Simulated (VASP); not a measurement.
The system is TiPbO4.

```
Ti Pb O
1.0
     0.00000    3.56831    3.56831
     3.56831    0.00000    3.56831
     3.56831    3.56831    0.00000
Ti Pb O
1 1 4
Cartesian
  3.5683 3.5683 3.5683
  0.0000 0.0000 0.0000
  4.4747 4.4747 6.2303
  4.4747 6.2303 4.4747
  6.2303 4.4747 4.4747
  6.2303 6.2303 6.2303
```

The cell was built by a generator and needn't be a form met in nature.

```yaml
Program: VASP 6.6.1
Task: relaxation of cell and atoms
Functional: PBE
Potentials_or_basis: VASP PAW PBE potentials, release 64 (Ti_sv, Pb_d, O)
Cutoff: 520 eV
k_mesh: 4 × 4 × 4
Occupations: gaussian, width 0.15 eV
Spin: no spin polarisation
```

At the start: pressure 103.0 GPa; volume 15.14 Å³/atom.

Q: Where does the relaxation end?

A: Over 16 steps the energy falls by 2986.5 meV/atom and the volume is 19.92 Å³/atom (+31.5 %); space group F-43m (No. 216, to 0.05 Å).

Step by step:
```tsv
step	energy change (eV)	largest force (eV/Å)	pressure (GPa)	volume (Å³)
1	0.0000	27.9890	102.97	90.87
2	2657.6487	6253.5954	873.03	288.39
3	597.5852	3.5136	238.07	91.81
4	231.5443	3.5943	126.97	92.67
5	-13.6316	7.4575	29.25	93.23
6	-13.7328	7.7666	29.52	93.14
7	-13.8837	7.6725	29.35	92.90
8	-13.9009	7.6151	29.53	92.78
9	-13.9087	7.5832	29.55	92.72
10	-16.2900	1.8472	-14.05	147.36
11	-17.2722	2.5563	-4.46	123.73
12	-17.2790	2.6162	-3.84	122.72
13	-17.8293	0.2010	4.09	113.19
14	-17.8374	0.5161	3.14	114.10
15	-17.9133	0.1271	0.69	118.18
16	-17.9191	0.0284	-0.03	119.52
```

Final structure:
```
Ti Pb O
1.0
     0.00000    3.90969    3.90969
     3.90969    0.00000    3.90969
     3.90969    3.90969    0.00000
Ti Pb O
1 1 4
Direct
  0.50000 0.50000 0.50000
  0.00000 0.00000 0.00000
  0.85137 0.85137 0.44588
  0.85137 0.44588 0.85137
  0.44588 0.85137 0.85137
  0.85137 0.85137 0.85137
```

Caveat: the k mesh is coarse (spacing up to 0.38 Å⁻¹), so the values aren't converged; the volume moved by over 15 % at a fixed basis, so the end points are rough.
